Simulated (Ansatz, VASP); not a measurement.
## Si2W: VASP beside Ansatz

Aim: how closely do two programs agree when they are given the same cell, functional and k mesh? The cell is taken from a series of runs on this material, whose earlier steps may have relaxed, scaled, displaced or heated it; both programs get it as it stands.

Method: plane waves, with VASP 6.6.1 beside it; zone-centre phonons at LDA, in Ansatz 0.2.0.

### Step 1. Starting point

The structure is tetragonal, space group I4/mmm (No. 139). The conventional cell has a = 3.140 Å, b = 3.140 Å, c = 7.682 Å, α = 90.00°, β = 90.00°, γ = 90.00°. Nearest to Si lie 5 Si at 2.55 to 2.57 Å and 5 W at 2.56 to 2.57 Å. Nearest to W lie 10 Si at 2.56 to 2.57 Å. Farther neighbours are not listed.

As a file:

```xyz
3
Lattice="-1.5698 1.5698 3.8412 1.5698 -1.5698 3.8412 1.5698 1.5698 -3.8412" Properties=species:S:1:pos:R:3 pbc="T T T"
Si    0.0000    0.0000    2.5663
Si    0.0000    0.0000    5.1160
W     0.0000    0.0000    0.0000
```

### Step 2. VASP: zone-centre phonons, LDA

Second derivatives magnify differences that forces hide, and they need a tight electronic threshold.

Lines of VASP's logs that name or quote its potential files are left out, and so is its time.

File INCAR:

```
SYSTEM = Si2W
PREC = Accurate
ENCUT = 600
EDIFF = 1E-08
NELM = 120
ISMEAR = 1
SIGMA = 0.2
LREAL = .FALSE.
ALGO = Normal
GGA = PW92
NBANDS = 13
LASPH = .TRUE.
LORBIT = 11
LWAVE = .FALSE.
LCHARG = .FALSE.
ISIF = 2
IBRION = 8
GGA_COMPAT = .FALSE.
KPAR = 2
```

File POSCAR:

```
Si2W
1.0
   -1.5698208649      1.5698208649      3.8411513296
    1.5698208649     -1.5698208649      3.8411513296
    1.5698208649      1.5698208649     -3.8411513296
Si W
2 1
Direct
    0.3340482266      0.3340482266      0.0000000000
    0.6659517734      0.6659517734      0.0000000000
    0.0000000000      0.0000000000      0.0000000000
```

File KPOINTS:

```
Automatic mesh
0
Gamma
20 20 20
0 0 0
```

PAW data sets: Si and W (LDA family, release 64).

Run with:

```console
$ mpirun -np 2 vasp_std
```

Numbers of over 12 decimals in the logs are rounded to 6 here.

The log of the run:

```text
[banner, memory and clock lines left out]
running    2 mpi-ranks, on    1 nodes
 distrk:  each k-point on    1 cores,    2 groups
 distr:  one band on    1 cores,    1 groups

 POSCAR found type information on POSCAR SiW
 POSCAR found :  2 types and       3 ions
|                                                                             |
|               ----> ADVICE to this user running VASP <----                  |
|                                                                             |
|     You enforced a specific xc type in the INCAR file but a different       |
|     [... a line on the potential file left out ...]
|     I HOPE YOU KNOW WHAT YOU ARE DOING!                                     |
|                                                                             |

 LDA part: xc-table for (Slater(with rela. corr.)+PW92), standard interpolation
 POSCAR, INCAR and KPOINTS ok, starting setup
 FFT: planning ... GRIDC
 FFT: planning ... GRID_SOFT
 FFT: planning ... GRID
 WAVECAR not read
 entering main loop
       N       E                     dE             d eps       ncg     rms          rms(c)
DAV:   1     0.317199809617E+02    0.31720E+02   -0.66934E+03 16674   0.106E+03
DAV:   2    -0.257115317885E+02   -0.57432E+02   -0.52598E+02 20583   0.196E+02
DAV:   3    -0.281923912613E+02   -0.24809E+01   -0.24154E+01 22684   0.339E+01
DAV:   4    -0.282214398834E+02   -0.29049E-01   -0.29018E-01 19627   0.404E+00
DAV:   5    -0.282217947849E+02   -0.35490E-03   -0.35482E-03 23286   0.410E-01    0.283E+01
DAV:   6    -0.275435334127E+02    0.67826E+00   -0.16401E+00 22700   0.812E+00    0.123E+01
DAV:   7    -0.274119371675E+02    0.13160E+00   -0.16181E-01 18859   0.271E+00    0.518E+00
DAV:   8    -0.273910970485E+02    0.20840E-01   -0.29470E-02 21941   0.129E+00    0.475E-01
DAV:   9    -0.273908928316E+02    0.20422E-03   -0.12518E-03 19721   0.252E-01    0.259E-01
DAV:  10    -0.273908256580E+02    0.67174E-04   -0.27764E-04 20934   0.976E-02    0.744E-02
DAV:  11    -0.273908133568E+02    0.12301E-04   -0.39419E-05 20153   0.419E-02    0.229E-02
DAV:  12    -0.273908134932E+02   -0.13634E-06   -0.12423E-06 20737   0.859E-03    0.109E-02
DAV:  13    -0.273908134361E+02    0.57120E-07   -0.15464E-07 20701   0.265E-03    0.156E-03
DAV:  14    -0.273908134328E+02    0.33028E-08   -0.67326E-09 12982   0.627E-04
   1 F= -.27390813E+02 E0= -.27390980E+02  d E =0.499686E-03
 Linear response reoptimize wavefunctions to high precision
DAV:   1    -0.273908134328E+02   -0.65029E-10   -0.79406E-10 15350   0.259E-04
 Linear response DOF=           4
 Linear response progress:
  Degree of freedom:   1/  4
       N       E                     dE             d eps       ncg     rms          rms(c)
RMM:   1    -0.187095125117E-01   -0.18710E-01    0.13969E-02133704   0.928E-01
RMM:   2    -0.172402950078E-01    0.14692E-02   -0.69468E-04 87753   0.215E-01    0.102E-01
RMM:   3    -0.173112815535E-01   -0.70987E-04   -0.17462E-04 88805   0.671E-02    0.546E-02
RMM:   4    -0.174953203216E-01   -0.18404E-03   -0.10784E-04 88211   0.500E-02    0.124E-02
RMM:   5    -0.174851820976E-01    0.10138E-04   -0.17584E-06 92010   0.977E-03    0.128E-03
RMM:   6    -0.174906959161E-01   -0.55138E-05   -0.26345E-07 93438   0.168E-03    0.761E-04
RMM:   7    -0.174907099110E-01   -0.13995E-07    0.54782E-09 94768   0.357E-04    0.737E-05
RMM:   8    -0.174911270771E-01   -0.41717E-06   -0.95419E-09 96348   0.119E-04    0.182E-05
RMM:   9    -0.174911139781E-01    0.13099E-07    0.84916E-12 99888   0.320E-05    0.308E-06
RMM:  10    -0.174911266600E-01   -0.12682E-07   -0.58470E-09 98689   0.163E-05    0.126E-06
RMM:  11    -0.174911282058E-01   -0.15458E-08   -0.19941E-10 90174   0.125E-05    0.235E-07
 first order change of Fermi-energy   0.10516E-04
 force on displaced ion       1 direction 1 : -10.415  -0.000  -0.000
 Linear response progress:
  Degree of freedom:   2/  4
       N       E                     dE             d eps       ncg     rms          rms(c)
RMM:   1    -0.266148881326E-01   -0.26615E-01    0.36699E-02 41334   0.115E+00
RMM:   2    -0.236746086462E-01    0.29403E-02   -0.11764E-03 26696   0.278E-01    0.161E-01
RMM:   3    -0.236343179521E-01    0.40291E-04   -0.61292E-04 26659   0.118E-01    0.108E-01
RMM:   4    -0.237313031296E-01   -0.96985E-04   -0.71805E-05 27789   0.413E-02    0.448E-02
RMM:   5    -0.237828832300E-01   -0.51580E-04   -0.56287E-06 27770   0.117E-02    0.133E-02
RMM:   6    -0.237882082114E-01   -0.53250E-05   -0.50430E-07 28107   0.350E-03    0.199E-03
RMM:   7    -0.237867916169E-01    0.14166E-05   -0.55451E-08 28684   0.125E-03    0.597E-04
RMM:   8    -0.237869808009E-01   -0.18918E-06   -0.79544E-10 29669   0.223E-04    0.105E-04
RMM:   9    -0.237872422397E-01   -0.26144E-06   -0.53451E-09 29500   0.672E-05    0.159E-05
RMM:  10    -0.237872317414E-01    0.10498E-07    0.44101E-09 30688   0.233E-05    0.421E-06
RMM:  11    -0.237872327657E-01   -0.10243E-08   -0.26043E-09 29398   0.159E-05    0.691E-07
 first order change of Fermi-energy  -0.39970E+00
 force on displaced ion       1 direction 3 :   0.000   0.000 -16.273
 Linear response progress:
  Degree of freedom:   3/  4
       N       E                     dE             d eps       ncg     rms          rms(c)
RMM:   1    -0.123440713483E+00   -0.12344E+00   -0.10593E-01 58865   0.181E+00
RMM:   2    -0.122268371184E+00    0.11723E-02   -0.13954E-03 47154   0.255E-01    0.157E-01
RMM:   3    -0.121933834989E+00    0.33454E-03   -0.20315E-04 48394   0.799E-02    0.884E-02
RMM:   4    -0.122086210885E+00   -0.15238E-03   -0.24326E-04 47994   0.899E-02    0.126E-02
RMM:   5    -0.122083546230E+00    0.26647E-05   -0.78270E-06 51133   0.177E-02    0.328E-03
RMM:   6    -0.122091736648E+00   -0.81904E-05   -0.15065E-07 51071   0.231E-03    0.917E-04
RMM:   7    -0.122092059703E+00   -0.32306E-06   -0.14854E-08 52649   0.578E-04    0.109E-04
RMM:   8    -0.122091979124E+00    0.80578E-07   -0.73045E-09 53239   0.129E-04    0.357E-05
RMM:   9    -0.122091788713E+00    0.19041E-06   -0.48629E-09 54803   0.530E-05    0.463E-06
RMM:  10    -0.122091771689E+00    0.17024E-07   -0.18035E-08 55253   0.316E-05    0.249E-06
RMM:  11    -0.122091778235E+00   -0.65459E-08   -0.79700E-09 51364   0.279E-05    0.187E-07
 first order change of Fermi-energy  -0.79959E-03
 force on displaced ion       3 direction 1 : -13.252   0.000   0.000
 Linear response progress:
  Degree of freedom:   4/  4
       N       E                     dE             d eps       ncg     rms          rms(c)
RMM:   1    -0.141212089954E+00   -0.14121E+00   -0.12978E-01 32087   0.187E+00
RMM:   2    -0.136564961937E+00    0.46471E-02   -0.22006E-03 25779   0.313E-01    0.186E-01
RMM:   3    -0.135923240103E+00    0.64172E-03   -0.84404E-04 26825   0.138E-01    0.978E-02
RMM:   4    -0.135994572381E+00   -0.71332E-04   -0.26608E-04 26915   0.897E-02    0.298E-02
RMM:   5    -0.136073602928E+00   -0.79031E-04   -0.42445E-05 26603   0.389E-02    0.668E-03
RMM:   6    -0.136086054343E+00   -0.12451E-04   -0.69624E-07 29005   0.516E-03    0.187E-03
RMM:   7    -0.136081247362E+00    0.48070E-05   -0.89714E-08 27892   0.144E-03    0.230E-04
RMM:   8    -0.136082404279E+00   -0.11569E-05   -0.10372E-08 29117   0.352E-04    0.907E-05
RMM:   9    -0.136082492677E+00   -0.88398E-07   -0.50565E-09 30205   0.863E-05    0.493E-05
RMM:  10    -0.136082461247E+00    0.31429E-07   -0.10241E-08 29646   0.495E-05    0.512E-06
RMM:  11    -0.136082494972E+00   -0.33725E-07   -0.10148E-08 30808   0.358E-05    0.138E-06
RMM:  12    -0.136082496561E+00   -0.15884E-08   -0.15342E-08 29238   0.288E-05    0.558E-07
 first order change of Fermi-energy   0.48787E-03
 force on displaced ion       3 direction 3 :   0.000   0.000 -17.880
 Linear response finished
```

From OUTCAR (step 2):

```text
ion  position               nearest neighbor table
   1  0.334  0.334  0.000-   2 2.55   3 2.56   3 2.56   3 2.56   3 2.56   3 2.57   2 2.57   2 2.57
                             2 2.57   2 2.57
   2  0.666  0.666  0.000-   1 2.55   3 2.56   3 2.56   3 2.56   3 2.56   3 2.57   1 2.57   1 2.57
                             1 2.57   1 2.57
   3  0.000  0.000  0.000-   2 2.56   2 2.56   2 2.56   1 2.56   2 2.56   1 2.56   1 2.56   1 2.56
                             1 2.57   2 2.57

  LATTYP: Found a body centered tetragonal cell.
 ALAT       =     3.1396417298
 C/A-ratio  =     2.4468723887

 Subroutine GETGRP returns: Found 16 space group operations
 (whereof 16 operations were pure point group operations)

The static configuration has the point symmetry D_4h.

 Found    641 irreducible k-points:

   k-points           NKPTS =    641   k-points in BZ     NKDIM =    641   number of bands    NBANDS=     13

   dimension x,y,z NGX =    36 NGY =   36 NGZ =   36
   dimension x,y,z NGXF=    72 NGYF=   72 NGZF=   72

   ENCUT  =  600.0 eV  44.10 Ry    6.64 a.u.   8.86  8.86  8.86*2*pi/ulx,y,z

   NELECT =      14.0000    total number of electrons

 k-points in reciprocal lattice and weights: Automatic mesh
   0.00000000  0.00000000  0.00000000       0.000
   0.05000000  0.00000000  0.00000000       0.001
   0.10000000  0.00000000 -0.00000000       0.001
   0.15000000  0.00000000  0.00000000       0.001
   0.20000000  0.00000000 -0.00000000       0.001
   0.25000000  0.00000000  0.00000000       0.001
   0.30000000  0.00000000  0.00000000       0.001
   0.35000000  0.00000000 -0.00000000       0.001
   0.40000000 -0.00000000  0.00000000       0.001
[...]
-0.45000000 -0.45000000  0.45000000       0.000
   0.50000000  0.50000000  0.50000000       0.000

 average (electrostatic) potential at core
       1 -79.9151       2 -79.9151       3 -34.1392

  Total        2.5666308      2.5666308      2.5969533      0.0000000      0.0000000      0.0000000
  in kB      108.6056384    108.6056384    109.8887219      0.0000000      0.0000000      0.0000000
  external PRESSURE =     109.0333329 kB  Pullay stress =       0.0000000 kB

  energy-cutoff  :      600.00
  volume of cell :       37.86
      direct lattice vectors                 reciprocal lattice vectors
    -1.569820865  1.569820865  3.841151330     0.000000000  0.318507679  0.130169305
     1.569820865 -1.569820865  3.841151330     0.318507679  0.000000000  0.130169305
     1.569820865  1.569820865 -3.841151330     0.318507679  0.318507679  0.000000000

 POSITION                                       TOTAL-FORCE (eV/Angst)
 -----------------------------------------------------------------------------------
      0.00000      0.00000      2.56626         0.000000      0.000000     -0.009216
      0.00000      0.00000      5.11604        -0.000000     -0.000000      0.009216
      0.00000      0.00000      0.00000        -0.000000     -0.000000     -0.000000
 -----------------------------------------------------------------------------------
    total drift:                               -0.000000     -0.000000     -0.000000

 Eigenvectors and eigenvalues of the dynamical matrix
 ----------------------------------------------------

   1 f  =   14.333175 THz    90.057993 2PiTHz  478.103247 cm-1    59.277221 meV
             X         Y         Z           dx          dy          dz
      0.000000  0.000000  2.566260     0.000000   -0.000000   -0.707107
      0.000000  0.000000  5.116043     0.000000   -0.000000    0.707107
      0.000000  0.000000  0.000000    -0.000000    0.000000    0.000000

   2 f  =   11.118810 THz    69.861541 2PiTHz  370.883565 cm-1    45.983681 meV
             X         Y         Z           dx          dy          dz
      0.000000  0.000000  2.566260     0.707107   -0.000000   -0.000000
      0.000000  0.000000  5.116043    -0.707107    0.000000    0.000000
      0.000000  0.000000  0.000000    -0.000000   -0.000000    0.000000

   3 f  =   11.118810 THz    69.861541 2PiTHz  370.883565 cm-1    45.983681 meV
             X         Y         Z           dx          dy          dz
      0.000000  0.000000  2.566260    -0.000000    0.707107   -0.000000
      0.000000  0.000000  5.116043    -0.000000   -0.707107    0.000000
      0.000000  0.000000  0.000000     0.000000   -0.000000    0.000000

   4 f  =   10.077426 THz    63.318332 2PiTHz  336.146735 cm-1    41.676865 meV
             X         Y         Z           dx          dy          dz
      0.000000  0.000000  2.566260     0.000000    0.000000    0.618851
      0.000000  0.000000  5.116043     0.000000    0.000000    0.618851
      0.000000  0.000000  0.000000    -0.000000    0.000000   -0.483784

   5 f  =    8.675179 THz    54.507758 2PiTHz  289.372826 cm-1    35.877642 meV
             X         Y         Z           dx          dy          dz
      0.000000  0.000000  2.566260     0.000000   -0.618841    0.000000
      0.000000  0.000000  5.116043     0.000000   -0.618841   -0.000000
      0.000000  0.000000  0.000000    -0.000000    0.483809    0.000000

   6 f  =    8.675179 THz    54.507758 2PiTHz  289.372826 cm-1    35.877642 meV
             X         Y         Z           dx          dy          dz
      0.000000  0.000000  2.566260    -0.618841   -0.000000   -0.000000
      0.000000  0.000000  5.116043    -0.618841    0.000000    0.000000
      0.000000  0.000000  0.000000     0.483809    0.000000    0.000000

   7 f/i=    0.000299 THz     0.001879 2PiTHz    0.009974 cm-1     0.001237 meV
             X         Y         Z           dx          dy          dz
      0.000000  0.000000  2.566260    -0.000000    0.000000    0.342087
      0.000000  0.000000  5.116043    -0.000000    0.000000    0.342087
      0.000000  0.000000  0.000000    -0.000000    0.000000    0.875187

   8 f/i=    0.000504 THz     0.003165 2PiTHz    0.016801 cm-1     0.002083 meV
             X         Y         Z           dx          dy          dz
      0.000000  0.000000  2.566260     0.333729   -0.075238    0.000000
      0.000000  0.000000  5.116043     0.333729   -0.075238    0.000000
      0.000000  0.000000  0.000000     0.853746   -0.192474    0.000000

   9 f/i=    0.000504 THz     0.003165 2PiTHz    0.016801 cm-1     0.002083 meV
             X         Y         Z           dx          dy          dz
      0.000000  0.000000  2.566260     0.075238    0.333729   -0.000000
      0.000000  0.000000  5.116043     0.075238    0.333729   -0.000000
      0.000000  0.000000  0.000000     0.192474    0.853746   -0.000000

 ELASTIC MODULI CONTR FROM IONIC RELAXATION (kBar)
 Direction    XX          YY          ZZ          XY          YZ          ZX
 --------------------------------------------------------------------------------
 XX         -37.6853    -37.6853    -27.3669      0.0000     -0.0000      0.0000
 YY         -37.6853    -37.6853    -27.3669      0.0000     -0.0000      0.0000
 ZZ         -27.3669    -27.3669    -19.8737      0.0000     -0.0000      0.0000
 XY           0.0000      0.0000      0.0000      0.0000      0.0000      0.0000
 YZ          -0.0000     -0.0000     -0.0000      0.0000    -48.2161     -0.0000
 ZX           0.0000      0.0000      0.0000      0.0000     -0.0000    -21.5862
 --------------------------------------------------------------------------------
```

(Part 1 of 2 ends here.)

[Lines on the potential files, build, host, timing and source positions are cut from VASP's logs without a mark.]

[Logs are printed without paths, hosts, clocks, repeated set-up lines and the standing remarks that a program may print on its own settings, such as how far it seeks lower states.]

[Hosts, paths, dates, database ids (printed as entryN), source tags and the programs' standing remarks are cut or masked in the printed files.]
